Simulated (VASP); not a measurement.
Input:

```xyz
3
Lattice="1.7160 -2.9721 0.0000 1.7160 2.9721 0.0000 0.0000 0.0000 3.9529" Properties=species:S:1:pos:R:3 pbc="T T T"
Pt     0.0000     0.0000     0.0000
S      1.7160     0.9907     1.1783
S      1.7160    -0.9907     2.7747
```

Method: LDA (Ceperley-Alder, Perdew-Zunger), VASP's LDA PAW potentials (set 64) (plane waves; VASP). Numerical set-up: 500 eV cut-off, 10×10×8 Γ-centred mesh, first-order Methfessel-Paxton smearing of 0.10 eV, potentials Pt S.

Energy and stress use the plane-wave basis of the starting cell.

### Question
The ions, cell shape and volume at an external pressure of 45.0 GPa are relaxed. What does this cell relax into?

### Answer

```xyz
3
Lattice="1.6908 -2.9286 0.0000 1.6908 2.9286 0.0000 0.0000 0.0000 3.8578" Properties=species:S:1:pos:R:3 pbc="T T T"
Pt     0.0000     0.0000     0.0000
S      1.6908     0.9762     1.1746
S      1.6908    -0.9762     2.6832
```
Space group P-3m1 (164), at a tolerance of 0.03 Å.

### Question
How do energy and volume change from the first to the last step?

### Answer
The energy (σ→0) changes by +162.8 meV/atom and the volume by -5.2 %, in 5 ionic steps.

```
step  E(σ→0) (eV)  max force (eV/Å)  pressure (GPa)  volume (Å³)
----  -----------  ----------------  --------------  -----------
1        -17.5469             0.003           29.83        40.32
2        -14.6467             3.317          116.26        33.34
3        -17.1661             0.574           43.94        38.65
4        -17.1400             0.609           44.85        38.56
5        -17.0584             0.013           45.01        38.20
```

The compound is PtS2 in the 1T layered structure. This run relaxes it under an external pressure of 45 GPa. Symmetry was kept, so distortions that lower it aren't found.
